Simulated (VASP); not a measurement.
Output of a VASP run:

**OUTCAR**
```
 ion  position               nearest neighbor table
   1  0.000  0.000  0.000-   4 1.78   5 1.78   4 1.78   5 1.78   3 1.83   6 1.83
   2  0.500  0.500  0.500-   3 1.78   6 1.78   3 1.78   6 1.78   5 1.83   4 1.83
   3  0.307  0.307  0.000-   2 1.78   2 1.78   1 1.83
   4  0.807  0.193  0.500-   1 1.78   1 1.78   2 1.83
   5  0.193  0.807  0.500-   1 1.78   1 1.78   2 1.83
   6  0.693  0.693  0.000-   2 1.78   2 1.78   1 1.83
  LATTYP: Found a simple tetragonal cell.
 ALAT       =     4.2283174486
 C/A-ratio  =     0.6380985263
 Subroutine PRICEL returns:
 Original cell was already a primitive cell.
 Subroutine GETGRP returns: Found 16 space group operations
The static configuration has the point symmetry D_2h.
 The point group associated with its full space group is D_4h.
The dynamic configuration has the point symmetry D_2h.
 Subroutine INISYM returns: Found 16 space group operations
 Subroutine IBZKPT returns following result:
 Found     24 irreducible k-points:

 Following reciprocal coordinates:
            Coordinates               Weight
  0.000000  0.000000  0.000000      1.000000
  0.200000  0.000000  0.000000      4.000000
  0.400000  0.000000  0.000000      4.000000
  0.200000  0.200000  0.000000      4.000000
  0.400000  0.200000  0.000000      8.000000
  0.400000  0.400000  0.000000      4.000000
  0.000000  0.000000  0.142857      2.000000
  0.200000  0.000000  0.142857      8.000000
  0.400000  0.000000  0.142857      8.000000
  0.200000  0.200000  0.142857      8.000000
  0.400000  0.200000  0.142857     16.000000
  0.400000  0.400000  0.142857      8.000000
  0.000000  0.000000  0.285714      2.000000
  0.200000  0.000000  0.285714      8.000000
  0.400000  0.000000  0.285714      8.000000
  0.200000  0.200000  0.285714      8.000000
  0.400000  0.200000  0.285714     16.000000
  0.400000  0.400000  0.285714      8.000000
  0.000000  0.000000  0.428571      2.000000
  0.200000  0.000000  0.428571      8.000000
  0.400000  0.000000  0.428571      8.000000
  0.200000  0.200000  0.428571      8.000000
  0.400000  0.200000  0.428571     16.000000
  0.400000  0.400000  0.428571      8.000000
   k-points           NKPTS =     24   k-points in BZ     NKDIM =     24   number of bands    NBANDS=     20
   number of dos      NEDOS =    301   number of ions     NIONS =      6
   total plane-waves  NPLWV =  20480
   dimension x,y,z NGX =    32 NGY =   32 NGZ =   20
   dimension x,y,z NGXF=    64 NGYF=   64 NGZF=   40
   ions per type =               2   4
   PREC   = accura    normal or accurate (medium, high low for compatibility)
   ISTART =      0    job   : 0-new  1-cont  2-samecut
   ICHARG =      2    charge: 1-file 2-atom 10-const
   ISPIN  =      1    spin polarized calculation?
   LNONCOLLINEAR =      F non collinear calculations
   LSORBIT =      F    spin-orbit coupling
   INIWAV =      1    electr: 0-lowe 1-rand  2-diag
   ENCUT  =  520.0 eV  38.22 Ry    6.18 a.u.   7.86  7.86  5.02*2*pi/ulx,y,z
   NELM   =    100;   NELMIN=  2; NELMDL= -5     # of ELM steps
   EDIFF  = 0.1E-05   stopping-criterion for ELM
   LREAL  =      F    real-space projection
   NLSPLINE    = F    spline interpolate recip. space projectors
   LMAXMIX     =    2 max onsite mixed and CHGCAR
   VOSKOWN=      0    Vosko Wilk Nusair interpolation
   EDIFFG = -.2E-01   stopping-criterion for IOM
   NSW    =     60    number of steps for IOM
   NBLOCK =      1;   KBLOCK =     60    inner block; outer block
   IBRION =      2    ionic relax: 0-MD 1-quasi-New 2-CG
   NFREE  =      1    steps in history (QN), initial steepest desc. (CG)
   ISIF   =      3    stress and relaxation
   ISYM   =      2    0-nonsym 1-usesym 2-fastsym
   TEIN   =    0.0    initial temperature
   TEBEG  =    0.0;   TEEND  =   0.0 temperature during run
   SMASS  =  -3.00    Nose mass-parameter (am)
   PSTRESS=    0.0 pullay stress
   NELECT =      32.0000    total number of electrons
   EFERMI =   0.00;   METHOD = LEGACY
   ISMEAR =     0;   SIGMA  =   0.05  broadening in eV -4-tet -1-fermi 0-gaus
...
```

File OSZICAR:
```
       N       E                     dE             d eps       ncg     rms          rms(c)
DAV:   1     0.169253638386E+03    0.16925E+03   -0.18090E+04   960   0.153E+03
DAV:   2    -0.431113949495E+02   -0.21237E+03   -0.20569E+03  1300   0.323E+02
DAV:   3    -0.508287474714E+02   -0.77174E+01   -0.76859E+01  1152   0.660E+01
DAV:   4    -0.508935472369E+02   -0.64800E-01   -0.64724E-01  1120   0.684E+00
DAV:   5    -0.508943050462E+02   -0.75781E-03   -0.75767E-03  1116   0.716E-01    0.170E+01
DAV:   6    -0.462689296253E+02    0.46254E+01   -0.18603E+01  1064   0.304E+01    0.756E+00
DAV:   7    -0.462954375718E+02   -0.26508E-01   -0.49303E-01  1136   0.503E+00    0.289E+00
DAV:   8    -0.463097080425E+02   -0.14270E-01   -0.17868E-02  1080   0.138E+00    0.109E+00
DAV:   9    -0.463163896382E+02   -0.66816E-02   -0.83532E-03  1104   0.988E-01    0.268E-01
DAV:  10    -0.463166245815E+02   -0.23494E-03   -0.86904E-04  1132   0.243E-01    0.508E-02
DAV:  11    -0.463165782522E+02    0.46329E-04   -0.20630E-04  1112   0.109E-01    0.747E-03
DAV:  12    -0.463165798341E+02   -0.15820E-05   -0.11046E-05  1108   0.244E-02    0.527E-03
DAV:  13    -0.463165795666E+02    0.26754E-06   -0.19109E-06   664   0.110E-02
   1 F= -.46316580E+02 E0= -.46316580E+02  d E =-.463166E+02
       N       E                     dE             d eps       ncg     rms          rms(c)
DAV:   1    -0.463173690173E+02   -0.78918E-03   -0.50779E-02  1060   0.198E+00    0.164E-01
DAV:   2    -0.463170343839E+02    0.33463E-03   -0.59245E-04  1116   0.209E-01    0.917E-02
DAV:   3    -0.463168563940E+02    0.17799E-03   -0.22173E-04  1128   0.133E-01    0.753E-03
DAV:   4    -0.463168571945E+02   -0.80051E-06   -0.17239E-05  1088   0.331E-02    0.468E-03
DAV:   5    -0.463168570732E+02    0.12138E-06   -0.21664E-07   604   0.468E-03
   2 F= -.46316857E+02 E0= -.46316857E+02  d E =-.277507E-03
       N       E                     dE             d eps       ncg     rms          rms(c)
DAV:   1    -0.463168826493E+02   -0.25455E-04   -0.14081E-03  1060   0.331E-01    0.273E-02
DAV:   2    -0.463168733430E+02    0.93063E-05   -0.16153E-05  1116   0.344E-02    0.153E-02
DAV:   3    -0.463168683576E+02    0.49854E-05   -0.59557E-06  1116   0.217E-02    0.124E-03
DAV:   4    -0.463168684028E+02   -0.45201E-07   -0.42124E-07   556   0.536E-03
   3 F= -.46316868E+02 E0= -.46316868E+02  d E =-.288836E-03
       N       E                     dE             d eps       ncg     rms          rms(c)
DAV:   1    -0.463169039029E+02   -0.35545E-04   -0.21260E-02   968   0.124E+00    0.493E-02
DAV:   2    -0.463169269051E+02   -0.23002E-04   -0.61277E-04  1140   0.196E-01    0.232E-02
DAV:   3    -0.463169122324E+02    0.14673E-04   -0.15193E-05  1120   0.396E-02    0.953E-03
DAV:   4    -0.463169102773E+02    0.19551E-05   -0.95278E-06  1112   0.267E-02    0.214E-03
DAV:   5    -0.463169102135E+02    0.63811E-07   -0.10353E-06   568   0.864E-03
   4 F= -.46316910E+02 E0= -.46316910E+02  d E =-.418107E-04
```

**OUTCAR**
```
------------------------ aborting loop because EDIFF is reached ----------------------------------------
  FORCE on cell =-STRESS in cart. coord.  units (eV):
  Direction    XX          YY          ZZ          XY          YZ          ZX
  --------------------------------------------------------------------------------------
  Total        0.0183281      0.0183281      0.0213061      0.0000000      0.0000000      0.0000000
  in kB        0.6084604      0.6084604      0.7073241      0.0000000      0.0000000      0.0000000
  external PRESSURE =       0.6414150 kB  Pullay stress =       0.0000000 kB
  volume of cell :       48.26
      direct lattice vectors                 reciprocal lattice vectors
     4.233043279  0.000000000  0.000000000     0.236236659 -0.000000000  0.000000000
     0.000000000  4.233043279  0.000000000    -0.000000000  0.236236659  0.000000000
     0.000000000  0.000000000  2.693331363     0.000000000  0.000000000  0.371287400
 POSITION                                       TOTAL-FORCE (eV/Angst)
 -----------------------------------------------------------------------------------
      0.00000      0.00000      2.69333         0.000000      0.000000      0.000000
      2.11652      2.11652      1.34667         0.000000      0.000000      0.000000
      1.29874      1.29874      0.00000        -0.001051     -0.001051      0.000000
      3.41526      0.81778      1.34667        -0.001051      0.001051     -0.000000
      0.81778      3.41526      1.34667         0.001051     -0.001051      0.000000
      2.93431      2.93431      2.69333         0.001051      0.001051     -0.000000
 -----------------------------------------------------------------------------------
    total drift:                                0.000000     -0.000000      0.000000
  FREE ENERGIE OF THE ION-ELECTRON SYSTEM (eV)
  ---------------------------------------------------
  free  energy   TOTEN  =       -46.3169102135 eV

  energy  without entropy=      -46.3169102135  energy(sigma->0) =      -46.31691021

 reached required accuracy - stopping structural energy minimisation
```
(Selected blocks of OUTCAR.)

### POSCAR
```
SiO2
1
    4.2283174486    -0.0000000000     0.0000000000
    0.0000000000     4.2283174486     0.0000000000
    0.0000000000     0.0000000000     2.6980831327
Si O
2 4
Direct
  0.0000000000   0.0000000000   0.0000000000
  0.5000000000   0.5000000000   0.5000000000
  0.3067423713   0.3067423713   1.0000000000
  0.8067423713   0.1932576287   0.5000000000
  0.1932576287   0.8067423713   0.5000000000
  0.6932576287   0.6932576287   0.0000000000
```

Problem. Reconstruct the remaining input files.

Solution. One answer among several that fit: the input of the run itself, PBE GGA, plane waves, VASP's PBE PAW potentials (set 64).

### INCAR
```
ALGO  =  Normal
EDIFF  =  1E-6
EDIFFG  =  -0.02
ENCUT  =  520
GGA  =  PE
IBRION  =  2
ISIF  =  3
ISMEAR  =  0
LASPH  =  T
LCHARG  =  F
LREAL  =  F
LWAVE  =  F
NELM  =  100
NSW  =  60
PREC  =  Accurate
SIGMA  =  0.05
SYSTEM  =  SiO2
```

### KPOINTS
```
kpoints
0
gamma
  5 5 7
```

POTCAR, in this order: Si O (PBE.64 set). Program: vasp_std.

The compound is SiO2 in the rutile structure, stishovite, a high-pressure form. This run relaxes it. Symmetry was kept, so distortions that lower it aren't found. The start is the result of an earlier pass.
